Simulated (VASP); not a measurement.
Shape and ions are relaxed at each volume.

Energy against volume of TiAl (L1_0). All values below come from PBE GGA with D3 dispersion (Becke-Johnson damping), VASP's PBE PAW potentials (set 64) (plane waves; VASP 6.6.1).

```csv
V (Å³/atom),E (eV/atom)
14.601,-6.66352
15.067,-6.68172
15.533,-6.68745
15.999,-6.68240
16.465,-6.66803
```

**Question.** Fit a third-order Birch-Murnaghan equation of state.

**Answer.** 
```
Quantity                                         Value
---------------------------------------  -------------
volume per atom                          15.54 Å³/atom
bulk modulus                                   123 GPa
pressure derivative of the bulk modulus           3.84
```

The compound is TiAl in the L1_0 structure. It was relaxed first.
